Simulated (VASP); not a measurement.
Computed with rev-vdW-DF2, VASP's PBE PAW potentials (set 64) (plane waves; VASP).

A VASP calculation is set up with these files.

**POSCAR**
```
LiF
2.0150
  0.0000000000   1.0000000000   1.0000000000
  1.0000000000   0.0000000000   1.0000000000
  1.0000000000   1.0000000000   0.0000000000
Li F
1 1
direct
  0.0000000000   0.0000000000   0.0000000000
  0.5000000000   0.5000000000   0.5000000000
```

INCAR:
```
# general
SYSTEM   = LiF
PREC     = Accurate
ENCUT    = 520
LREAL    = F
LASPH    = T

# electronic loop
EDIFF    = 1E-7
NELM     = 100
ALGO     = Normal

# smearing
ISMEAR   = -5

# functional
GGA      = MK
LUSE_VDW = T
AGGAC    = 0.0
PARAM1   = 0.1234568
PARAM2   = 0.7114
ZAB_VDW  = -1.8867

# ions
ISIF     = 2

# output
LWAVE    = F
LCHARG   = T
LORBIT   = 11
NEDOS    = 601
```

KPOINTS:
```
K-points
0
Gamma
13 13 13
```

POTCAR, in this order: Li_sv F (PBE.64 set). Program: vasp_std.

Output of the run:

**OSZICAR**
```
       N       E                     dE             d eps       ncg     rms          rms(c)
DAV:   1     0.342042932443E+02    0.34204E+02   -0.57886E+03  1560   0.113E+03
DAV:   2    -0.689824255278E+01   -0.41103E+02   -0.40733E+02  1659   0.211E+02
DAV:   3    -0.791846162006E+01   -0.10202E+01   -0.10192E+01  2046   0.312E+01
DAV:   4    -0.792724614584E+01   -0.87845E-02   -0.87816E-02  1975   0.287E+00
DAV:   5    -0.792730322135E+01   -0.57076E-04   -0.57075E-04  2075   0.150E-01    0.452E+00
DAV:   6    -0.740431816819E+01    0.52299E+00   -0.28138E+00  1539   0.130E+01    0.140E+00
DAV:   7    -0.740475409414E+01   -0.43593E-03   -0.18849E-02  2061   0.155E+00    0.843E-01
DAV:   8    -0.740792100943E+01   -0.31669E-02   -0.13896E-02  2079   0.157E+00    0.967E-02
DAV:   9    -0.740799359178E+01   -0.72582E-04   -0.84873E-04  1655   0.324E-01    0.408E-02
DAV:  10    -0.740804712185E+01   -0.53530E-04   -0.11509E-04  1665   0.105E-01    0.710E-03
DAV:  11    -0.740804846133E+01   -0.13395E-05   -0.20719E-06  1988   0.193E-02    0.142E-03
DAV:  12    -0.740804873197E+01   -0.27064E-06   -0.51672E-07  1738   0.796E-03    0.119E-03
DAV:  13    -0.740804878438E+01   -0.52405E-07   -0.71864E-08  1360   0.302E-03
   1 F= -.74080488E+01 E0= -.74080488E+01  d E =0.000000E+00
```

OUTCAR:
```
------------------------ aborting loop because EDIFF is reached ----------------------------------------
  FORCE on cell =-STRESS in cart. coord.  units (eV):
  Direction    XX          YY          ZZ          XY          YZ          ZX
  --------------------------------------------------------------------------------------
  Total       -0.0159713     -0.0159713     -0.0159713      0.0000000      0.0000000     -0.0000000
  in kB       -1.5638482     -1.5638482     -1.5638482      0.0000000      0.0000000     -0.0000000
  external PRESSURE =      -1.5638482 kB  Pullay stress =       0.0000000 kB
  volume of cell :       16.36
      direct lattice vectors                 reciprocal lattice vectors
     0.000000000  2.015000000  2.015000000    -0.248138958  0.248138958  0.248138958
     2.015000000  0.000000000  2.015000000     0.248138958 -0.248138958  0.248138958
     2.015000000  2.015000000  0.000000000     0.248138958  0.248138958 -0.248138958
  FREE ENERGIE OF THE ION-ELECTRON SYSTEM (eV)
  ---------------------------------------------------
  free  energy   TOTEN  =        -7.4080487844 eV

  energy  without entropy=       -7.4080487844  energy(sigma->0) =       -7.40804878

 total charge

# of ion       s       p       d       tot
------------------------------------------
    1        2.017   0.053   0.000   2.070
    2        1.723   4.404   0.000   6.128
--------------------------------------------------
tot          3.740   4.458   0.000   8.198
```
(Selected blocks of OUTCAR.)

### OUTCAR
```
 val. band max:       -1.1912955882   @ k =  -0.0769   0.0769   0.0000

 cond. band min:       7.9411699626   @ k =   0.0000   0.0000   0.0000


 Fermi energy:        -1.1696238694

 k-point     1 :       0.0000    0.0000    0.0000
  band No.  band energies     occupation
      1     -41.9412      2.00000
      2     -21.0185      2.00000
      3      -1.1916      2.00000
      4      -1.1916      2.00000
      5      -1.1916      2.00000
      6       7.9412      0.00000
      7      22.6645      0.00000
      8      22.6645      0.00000
      9      22.6645      0.00000

 k-point     2 :       0.0769    0.0000    0.0000
  band No.  band energies     occupation
      1     -41.9377      2.00000
      2     -20.9941      2.00000
      3      -1.3653      2.00000
      4      -1.2054      2.00000
      5      -1.2054      2.00000
      6       8.1195      0.00000
      7      20.7108      0.00000
      8      21.7763      0.00000
      9      21.7763      0.00000

 k-point     3 :       0.1538    0.0000    0.0000
  band No.  band energies     occupation
      1     -41.9284      2.00000
      2     -20.9283      2.00000
      3      -1.8191      2.00000
      4      -1.2433      2.00000
      5      -1.2433      2.00000
      6       8.5607      0.00000
      7      18.6264      0.00000
      8      20.6213      0.00000
      9      20.6213      0.00000

 k-point     4 :       0.2308    0.0000    0.0000
  band No.  band energies     occupation
      1     -41.9151      2.00000
      2     -20.8322      2.00000
      3      -2.4063      2.00000
      4      -1.2955      2.00000
      5      -1.2955      2.00000
      6       9.0704      0.00000
      7      17.0449      0.00000
      8      19.5301      0.00000
      9      19.5302      0.00000

 k-point     5 :       0.3077    0.0000    0.0000
  band No.  band energies     occupation
      1     -41.9009      2.00000
      2     -20.7269      2.00000
      3      -2.9809      2.00000
...
```

The compound is LiF in the rock salt structure. The cell was not relaxed at this level.
